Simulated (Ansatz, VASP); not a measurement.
# Cross-check of Li6Al12Zn3CoSi13O51 between VASP and Ansatz

Aim: how closely do two programs agree when they are given the same cell, functional and k mesh? The structure shown is frame 22 of Ansatz's trajectory.

Method: plane waves, with VASP 6.6.1 beside it; single point at PBE, in Ansatz 0.2.0.

### 1. The starting structure

The cell holds 86 atoms: 13 Si, 12 Al, 3 Zn, 6 Li, 1 Co and 51 O. Its edges and angles: a = 10.255 Å, b = 10.255 Å, c = 10.255 Å, α = 90.0°, β = 90.0°, γ = 90.0°. As first built, before any earlier steps moved the atoms (in the runner's words): 86 atoms (13 Si, 12 Al, 3 Zn, 6 Li, 1 Co, 51 O) placed at random at 2.77 g/cm^3, melted at 4000 K for 10 ps at fixed volume with the Morse and Coulomb pair potential with partial charges (Pedone, Malavasi, Menziani, Cormack and Segre, J. Phys. Chem. B 110, 11780 (2006)). Snapshot at the end of a hold of 10 ps at 3000 K and fixed volume.

### 2. Ansatz: dynamics, PBE

Ansatz runs on its default PAW (the set named soft_2) files.

One frame of this run of dynamics is then solved in both programs, so the motion causes no difference.

Input file input.yaml:

```yaml
crystal:
  lattice:
    - [10.2548, 0.0, 0.0]
    - [0.0, 10.2548, 0.0]
    - [0.0, 0.0, 10.2548]
  atoms:
    - { symbol: Si, position: [0.21966, 0.07316, 0.35846] }
    - { symbol: Si, position: [0.73944, 0.34646, 0.5092] }
    - { symbol: Si, position: [0.08693, 0.60916, 0.6209] }
    - { symbol: Si, position: [0.50915, 0.98948, 0.0972] }
    - { symbol: Si, position: [0.348, 0.89662, 0.82658] }
    - { symbol: Si, position: [0.52715, 0.67271, 0.94392] }
    - { symbol: Si, position: [0.39723, 0.30535, 0.8722] }
    - { symbol: Si, position: [0.1062, 0.64682, 0.12778] }
    - { symbol: Si, position: [0.32268, 0.48108, 0.39635] }
    - { symbol: Si, position: [0.34145, 0.24857, 0.17052] }
    - { symbol: Si, position: [0.85327, 0.98528, 0.27515] }
    - { symbol: Si, position: [0.69204, 0.34734, 0.92325] }
    - { symbol: Si, position: [0.5705, 0.88918, 0.61864] }
    - { symbol: Al, position: [0.22376, 0.57322, 0.85164] }
    - { symbol: Al, position: [0.89982, 0.57071, 0.91466] }
    - { symbol: Al, position: [0.86104, 0.54157, 0.18227] }
    - { symbol: Al, position: [0.71132, 0.61008, 0.69641] }
    - { symbol: Al, position: [0.97514, 0.13696, 0.49272] }
    - { symbol: Al, position: [0.67133, 0.0509, 0.84357] }
    - { symbol: Al, position: [0.80586, 0.84596, 0.0366] }
    - { symbol: Al, position: [0.83144, 0.27294, 0.21108] }
    - { symbol: Al, position: [0.92868, 0.13608, 0.96858] }
    - { symbol: Al, position: [0.03911, 0.81034, 0.35036] }
    - { symbol: Al, position: [0.55813, 0.03901, 0.36991] }
    - { symbol: Al, position: [0.06244, 0.36209, 0.50926] }
    - { symbol: Zn, position: [0.39648, 0.18675, 0.59758] }
    - { symbol: Zn, position: [0.10205, 0.33973, 0.18676] }
    - { symbol: Zn, position: [0.56019, 0.50457, 0.23255] }
    - { symbol: Li, position: [0.68192, 0.59671, 0.44383] }
    - { symbol: Li, position: [0.14771, 0.14951, 0.79405] }
    - { symbol: Li, position: [0.93165, 0.32202, 0.78561] }
    - { symbol: Li, position: [0.44628, 0.79574, 0.40925] }
    - { symbol: Li, position: [0.48813, 0.55433, 0.62953] }
    - { symbol: Li, position: [0.38132, 0.66818, 0.1198] }
    - { symbol: Co, position: [0.18442, 0.97104, 0.02236], spin: 3.0 }
    - { symbol: O, position: [0.11099, 0.20082, 0.42031] }
    - { symbol: O, position: [0.46741, 0.88523, 0.24881] }
    - { symbol: O, position: [0.7548, 0.59284, 0.27884] }
    - { symbol: O, position: [0.71941, 0.31581, 0.33307] }
    - { symbol: O, position: [0.32447, 0.45577, 0.86398] }
    - { symbol: O, position: [0.6078, 0.77257, 0.04492] }
    - { symbol: O, position: [0.88068, 0.62529, 0.75924] }
    - { symbol: O, position: [0.54635, 0.33259, 0.87511] }
    - { symbol: O, position: [0.07312, 0.69327, 0.49002] }
    - { symbol: O, position: [0.13524, 0.94904, 0.37509] }
    - { symbol: O, position: [0.40396, 0.37885, 0.54511] }
    - { symbol: O, position: [0.635, 0.01078, 0.98914] }
    - { symbol: O, position: [0.60783, 0.73759, 0.60126] }
    - { symbol: O, position: [0.45348, 0.56163, 0.38073] }
    - { symbol: O, position: [0.80902, 0.43521, 0.88368] }
    - { symbol: O, position: [0.33809, 0.25953, 0.03021] }
    - { symbol: O, position: [0.68756, 0.39783, 0.06324] }
    - { symbol: O, position: [0.24652, 0.14805, 0.2256] }
    - { symbol: O, position: [0.7007, 0.47559, 0.57992] }
    - { symbol: O, position: [0.01562, 0.19853, 0.6426] }
    - { symbol: O, position: [0.94097, 0.40464, 0.23674] }
    - { symbol: O, position: [0.10316, 0.59276, 0.99446] }
    - { symbol: O, position: [0.72029, 0.21509, 0.56068] }
    - { symbol: O, position: [0.42788, 0.95778, 0.70422] }
    - { symbol: O, position: [0.58496, 0.60924, 0.80237] }
    - { symbol: O, position: [0.87447, 0.65473, 0.05702] }
    - { symbol: O, position: [0.4064, 0.75661, 0.87311] }
    - { symbol: O, position: [0.21459, 0.78323, 0.11665] }
    - { symbol: O, position: [0.50052, 0.56378, 0.05154] }
    - { symbol: O, position: [0.19134, 0.49458, 0.20625] }
    - { symbol: O, position: [0.07753, 0.22435, 0.0362] }
    - { symbol: O, position: [0.89334, 0.11654, 0.34302] }
    - { symbol: O, position: [0.09426, 0.46823, 0.68862] }
    - { symbol: O, position: [0.49532, 0.12672, 0.19106] }
    - { symbol: O, position: [0.33406, 0.08342, 0.4583] }
    - { symbol: O, position: [0.1892, 0.46581, 0.4645] }
    - { symbol: O, position: [0.88514, 0.90466, 0.15568] }
    - { symbol: O, position: [0.69845, 0.03167, 0.29245] }
    - { symbol: O, position: [0.00732, 0.67945, 0.24991] }
    - { symbol: O, position: [0.38529, 0.96441, 0.01714] }
    - { symbol: O, position: [0.6624, 0.9295, 0.74077] }
    - { symbol: O, position: [0.40343, 0.16554, 0.79863] }
    - { symbol: O, position: [0.54905, 0.94345, 0.48991] }
    - { symbol: O, position: [0.75367, 0.20435, 0.88504] }
    - { symbol: O, position: [0.21687, 0.95964, 0.85398] }
    - { symbol: O, position: [0.86084, 0.13494, 0.11634] }
    - { symbol: O, position: [0.88026, 0.93958, 0.91123] }
    - { symbol: O, position: [0.89781, 0.88552, 0.41933] }
    - { symbol: O, position: [0.24402, 0.66137, 0.68849] }
    - { symbol: O, position: [0.8991, 0.36051, 0.51199] }
    - { symbol: O, position: [0.37894, 0.37755, 0.2966] }
magnetization:
  spin_polarized: true
kpoints:
  mp_grid: { grid: [1, 1, 1] }
hamiltonian:
  xc: pbe
scf:
  occupations: { method: fermi_dirac, width: 0.025 }
output:
  forces: true
  stress: true
md:
  timestep: 1.0
  n_steps: 65
  ensemble: nvt_nose_hoover
  temperature: 300
  initial_velocities: maxwell_boltzmann
  seed: 258
```

Run with:

```
ansatz run input.yaml --threads 4 --pin off --max-ram 8192MiB --backend cpu --events-out ev --progress --plain --runs-dir out
```

Numbers of over 12 decimals in the logs are rounded to 6 here.

What it wrote:

```text
Warning: md: disabling space-group detection — thermal motion breaks the input geometry's symmetry, so no spatial operation reduces the k-mesh or symmetrises the density; time reversal is kept, so that k and −k are solved as one point where they differ and the mesh holds both, and exact exchange and, on two spinor components, a DFT+U term hold to it where the run has them: on two components no moment then forms, and  [...]
Warning: output.stress: scf.convergence.dr2_threshold = 8.6e-8 eV (the default of an md: trajectory) is looser than the 8.6e-9 eV advised for a printed stress (1e-10 eV for each atom of the cell: 86). What an SCF threshold leaves in a stress goes as its square root, and in the free energy as the threshold itself, and one threshold admits the most on a small cell: [figures from the program's tests cut] Set scf.converg [...]
Engine: ansatz 0.2.0, aarch64-unknown-linux-gnu
Pseudopotentials: kind: paw
Pseudopotential: Si, paw, valence charge 4, recommended cutoff 420 eV (normal), Si.paw.azcp
Pseudopotential: Al, paw, valence charge 3, recommended cutoff 420 eV (normal), Al.paw.azcp
Pseudopotential: Zn, paw, valence charge 12, recommended cutoff 420 eV (normal), Zn.paw.azcp
Pseudopotential: Li, paw, valence charge 3, recommended cutoff 420 eV (normal), Li.paw.azcp
Pseudopotential: Co, paw, valence charge 17, recommended cutoff 420 eV (normal), Co.paw.azcp
Pseudopotential: O, paw, valence charge 6, recommended cutoff 420 eV (normal), O.paw.azcp
Functional definition: PBE
  parameter kappa = 0.804
  parameter beta = 0.066725
  exchange = pbe_x(kappa = kappa, mu = beta*pi^2/3)
  correlation = pbe_c(beta = beta)
Crystal: 86 atoms, lattice volume = 1078.404 Å³
Basis set: ecut = 420 eV, 21079 PW (Γ), exchange–correlation on 144×144×144 points (8 copies of the dense FFT grid, shifted against one another)
Bands: 320, of which v1, the nominal top of the filled ones, is band 233 counted from 1 (232 counted from 0)
Symmetry: 1 space group operations
k-points: 1
Non-local potential: Si, projectors of the file, l = 0: 2, l = 1: 2, l = 2: 2
Non-local potential: Al, projectors of the file, l = 0: 2, l = 1: 2, l = 2: 1
Non-local potential: Zn, projectors of the file, l = 0: 2, l = 1: 2, l = 2: 3, l = 3: 1
Non-local potential: Li, projectors of the file, l = 0: 3, l = 1: 2, l = 2: 1
Non-local potential: Co, projectors of the file, l = 0: 3, l = 1: 2, l = 2: 3, l = 3: 1
Non-local potential: O, projectors of the file, l = 0: 2, l = 1: 2, l = 2: 1
PAW form: soft (Blöchl's): semilocal exchange-correlation on the pseudo side does not see the compensation charge
PAW one-centre angular grid: Si, 110 points (default); XC on 64 Gauss nodes
PAW one-centre angular grid: Al, 110 points (default); XC on 64 Gauss nodes
PAW one-centre angular grid: Zn, 590 points (default); XC on 64 Gauss nodes
PAW one-centre angular grid: Li, 110 points (default); XC on 64 Gauss nodes
PAW one-centre angular grid: Co, 590 points (default); XC on 64 Gauss nodes
PAW one-centre angular grid: O, 110 points (default); XC on 64 Gauss nodes
Initial density: superposition of atomic densities (chi_scale 0.1, normalization cell, long waves kept (reshape's long-wave potential 0.84 eV rms))
Starting moments: Σ|m| = 3 μB on 1 of 86 sites
Initial wavefunctions: pseudopotential atomic-orbital guess
Functional: x = pbe(κ = 0.804, μ = 0.219515), c = pbe(β = 0.066725)
SCF iter   1: F=—  HF=-60087.166862 eV  |F-HF|=—  |Δ(HF+E_count)|=         —  Δρ=1.21e-1 (↑6.55e-2 ↓1.21e-1)  dr2=3.54e2  dr2_m=1.58e1  M=0.001 μB ∫|m|=0.223 μB  β_m=0.30  ethr=3.10e-3  ⟨swp⟩=5.0  Hψ=2568  notcnv=0  defer=139
preconditioner: auto → Kerker (q_TF=auto, 2.371 Å⁻¹)  [metal: Δε(μ)=0.000 eV  Ē_g=15.657 eV  σ=0.025 eV  W_gap=0.00  n_scr=250 (ndim 8)  ℏωp=23.9 eV  f_vac=0.033  D(μ)=20.06/eV (n_scr^D=92)]
spin=Collinear: Kerker preconditioning applied to the charge; magnetization (m = ρ↑ − ρ↓) channel mixes plain (no charge-response kernel on spin).
[...]
Free energy (F): -60031.665471 eV
Harris-Foulkes:  -60031.665471 eV  (|F-HF|=1.56e-8)
Internal energy: -60031.665467 eV  (E = F + TS)
E sigma→0 (E₀):  -60031.665469 eV
Entropy (-TS):   -0.000004 eV (-0.000 meV/atom)
Fermi energy:    5.469937 eV
--- Per-component energies (eV) ---
  E_band       = -2274.035775
  E_kinetic    = 10857.129017
  E_local      = -37607.535407  (includes V_loc(G=0)·N_el)
  E_nonlocal   = 4995.145676
  E_hartree    = 14708.102494
  E_xc         = -5607.730692
  E_vxc        = -6221.722607  (∫ρ·V_xc dr)
  E_paw        = -27505.254163  (= ΣΔE_a)
  E_vpaw       = -3713.376173  (= ΣTr[D̂ρ^β])
  E_aug_tail   = 0.126426  (compensation charges beyond the density's cutoff)
  E_ewald      = -19871.648817
  E_smearing   = -0.000004  (= −TS)
  E_closure    = 0.000000  (closes the sum)
  Σ components = -60031.665471   (vs F -60031.665471, Δ=0.00e0)
--- Forces (eV/Å), atoms counted from 1 ---
  atom   1  Si     1.38420367    -0.02753944     0.36951224
  atom   2  Si    -3.26556088    -0.23555235     1.30796880
  atom   3  Si    -1.52517442    -1.19242392     2.52890822
  atom   4  Si    -2.13313783     0.68479300    -3.68643713
  atom   5  Si    -1.15825347     2.99379078     0.64337893
  atom   6  Si     0.50867466    -2.19788814     2.22989456
  atom   7  Si    -0.35529882     2.41883131     1.42165197
  atom   8  Si    -5.56609420     0.84763330     0.37191574
  atom   9  Si     1.72999881     3.99800881     0.33728318
  atom  10  Si    -1.85416785    -0.47232826     4.96580364
  atom  11  Si    -1.57654291     1.35776253     1.51523098
  atom  12  Si    -0.44264415    -0.62636758     2.68552190
  atom  13  Si     1.40633966     0.33832044     1.21573367
  atom  14  Al    -1.93045516    -2.54737279     0.63329364
  atom  15  Al     1.63803030    -0.35707379     1.22882132
  atom  16  Al     0.52613841    -1.29644579     2.72603912
  atom  17  Al    -2.38712153     0.85606326     1.24646338
  atom  18  Al     3.69553052    -1.54861895     0.42074436
  atom  19  Al     3.86548323     1.25683991     5.12640704
  atom  20  Al    -0.43518324     2.32343954    -1.91698095
  atom  21  Al     0.40039378    -0.14301600    -1.95151004
  atom  22  Al    -2.67001749    -2.84681267    -0.24759428
  atom  23  Al     1.36792132     0.76455084    -2.16514963
  atom  24  Al    -4.53316791     0.10623991     1.92255875
[...]
atom  79  O     -0.66191869     2.29262518     0.36016877
  atom  80  O      0.57512906    -1.47289044    -1.87850866
  atom  81  O      0.77988720     0.01880343    -0.93514205
  atom  82  O     -2.83502584     0.33613694     0.46018395
  atom  83  O     -0.53579643    -0.72953212    -0.88894955
  atom  84  O     -0.63195188     0.58692758    -3.91180115
  atom  85  O      3.20171031     3.16060123    -0.75563517
  atom  86  O     -0.79650903    -1.00926308    -1.35867783
  max |Σ_I F_I| component: 2.57e-5 eV/Å
--- Stress (GPa, compression-positive) ---
       -1.416256      -0.637356       1.011551
       -0.637366      -4.000776      -2.726178
        1.011553      -2.726148      -2.020265
  P = ⅓ Tr σ = -2.4791 GPa (-24.791 kbar)
--- MD trajectory: 65 steps, t = 0.0 → 65.0 fs ---
  final state: T = 1366.6 K   F+E_penalty+E_count = -60031.66547067 eV   E_kin = 15.014654 eV
  conserved energy: peak-to-peak 7.028e-2 eV (8.172e-4 eV/atom) over 65.0 fs
```

(Part 1 of 2 ends here.)

[Lines on the potential files, build, host, timing and source positions are cut from VASP's logs without a mark.]

[Logs are printed without paths, hosts, clocks, repeated set-up lines and the standing remarks that a program may print on its own settings, such as how far it seeks lower states.]

[Hosts, paths, dates, database ids (printed as entryN), source tags and the programs' standing remarks are cut or masked in the printed files.]
